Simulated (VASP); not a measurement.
Input:

```
CELL_PARAMETERS angstrom
      1.90070    -3.29210     0.00000
      1.90070     3.29210     0.00000
      0.00000     0.00000     6.22874
ATOMIC_POSITIONS crystal
  Zn 0.66667 0.33333 0.50007
  Zn 0.33333 0.66667 0.00007
  S  0.66667 0.33333 0.87493
  S  0.33333 0.66667 0.37493
```

Calculation: r2SCAN meta-GGA, VASP's PBE PAW potentials (set 64) (plane waves; VASP). Settings: 480 eV cut-off, 6×6×4 Γ-centred mesh, Gaussian smearing of 0.050 eV, potentials Zn S.

**Question.** Predict the energy per atom (σ→0), band gap (on the k-mesh) with the smallest direct gap where there is one.

**Answer.** 
The band gap (on the k-mesh) is 2.82 eV and the smallest direct gap (on the k-mesh) comes out as 2.82 eV. The energy per atom (σ→0) comes out as -909.8 kJ/mol-atom.

The absolute energy has meaning only against runs of the same code, potentials and settings.

The compound is ZnS in the wurtzite structure, the high-temperature form. It was relaxed first.
